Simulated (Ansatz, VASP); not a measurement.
Two plane-wave programs on K3TaH6

```
K Ta H
1.0
     0.00000    4.43406    4.43406
     4.43406    0.00000    4.43406
     4.43406    4.43406    0.00000
K Ta H
3 1 6
Cartesian
  6.6511 6.6511 6.6511
  2.2170 2.2170 2.2170
  4.4341 4.4341 4.4341
  0.0000 0.0000 0.0000
  1.9002 4.4341 4.4341
  4.4341 4.4341 1.9002
  6.9679 4.4341 4.4341
  4.4341 1.9002 4.4341
  4.4341 6.9679 4.4341
  4.4341 4.4341 6.9679
```

Change from the starting cell: species swapped into the Rb3BiF6 type (Fm-3m, No. 225).

Alike in both runs: functional PBE; k mesh 8 × 8 × 8; occupations gaussian, width 0.1 eV; no spin polarisation.

Ansatz relaxed the structure, and its values are those at the end. VASP's run is a single point on that final structure, the one shown.

|  | VASP | Ansatz |
| --- | --- | --- |
| version | VASP 6.6.1 | Ansatz 0.2.0 |
| potentials or method | VASP PAW PBE potentials, release 64 (K_sv, Ta_pv, H) | scalar-relativistic, plane waves, PAW |
| plane-wave cutoff (eV) | 520 | 420 |
| valence electrons in the cell | 44 | 46 |

|  | VASP | Ansatz | Ansatz less VASP |
| --- | --- | --- | --- |
| gap on the k mesh at the Fermi level (eV) | none | none | - |
| pressure (GPa) | 0.0 | 0.0 | +0.02 |

A gap of «none» marks a metal or a gap that the smearing closes. The two sets of potentials don't hold the same shells in valence.

The runs have no spin-orbit coupling, so splittings on Ta are missing.
